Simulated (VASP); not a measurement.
Calculation: PBE GGA, VASP's PBE PAW potentials (set 64) (plane waves; VASP).

VASP ran on this input.

POSCAR:
```
Er
1
    1.8156000000    -3.1447110000     0.0000000000
    1.8156000000     3.1447110000     0.0000000000
    0.0000000000     0.0000000000     5.7018000000
Er
2
Direct
  0.3333330000   0.6666670000   0.2500000000
  0.6666670000   0.3333330000   0.7500000000
```

### INCAR
```
! general
SYSTEM   =  Er
PREC     =  Accurate
ENCUT    =  400
LREAL    =  .False.
LASPH    =  .True.

! electronic loop
EDIFF    =  1E-6
NELM     =  100
ALGO     =  Normal
LMAXMIX  =  6

! smearing
ISMEAR   =  1
SIGMA    =  0.1

! functional
GGA      =  PE

! ions
IBRION   =  2
NSW      =  40
ISIF     =  3
EDIFFG   =  -0.01

! output
LWAVE    =  .False.
LCHARG   =  .False.
```

**KPOINTS**
```
K-points
0
Gamma
9 9 5
0 0 0
```

POTCAR, in this order: Er_3 (PBE.64 set). Program: vasp_std.

The 4f electrons are frozen in the core of the lanthanide potential, so 4f levels, which can set the real gap, and their magnetism are missing. Energy and stress use the plane-wave basis of the starting cell.

Q: Estimate the energy per atom (σ→0), volume per atom, band gap (on the k-mesh).

A: 
```json
{
  "energy per atom (σ→0)": "-4.496 eV/atom",
  "band gap (on the k-mesh)": "none (metal, semimetal or under 0.01 eV)",
  "volume_per_atom": "30.88 Å^3/atom"
}
```

OSZICAR:
```
...
DAV:   5    -0.899178256580E+01   -0.71642E-07   -0.35404E-07   648   0.109E-02
   5 F= -.89917826E+01 E0= -.89919301E+01  d E =-.105920E-03
       N       E                     dE             d eps       ncg     rms          rms(c)
DAV:   1    -0.899184483636E+01   -0.62342E-04   -0.26731E-03  1410   0.642E-01    0.389E-02
DAV:   2    -0.899181001138E+01    0.34825E-04   -0.68607E-05  1569   0.124E-01    0.204E-02
DAV:   3    -0.899179336887E+01    0.16643E-04   -0.18896E-05  1710   0.518E-02    0.955E-03
DAV:   4    -0.899179322712E+01    0.14176E-06   -0.29257E-06   844   0.169E-02
   6 F= -.89917932E+01 E0= -.89919082E+01  d E =-.116581E-03
```

The compound is Er in the hcp structure. This run relaxes it. Symmetry was kept, so distortions that lower it aren't found.
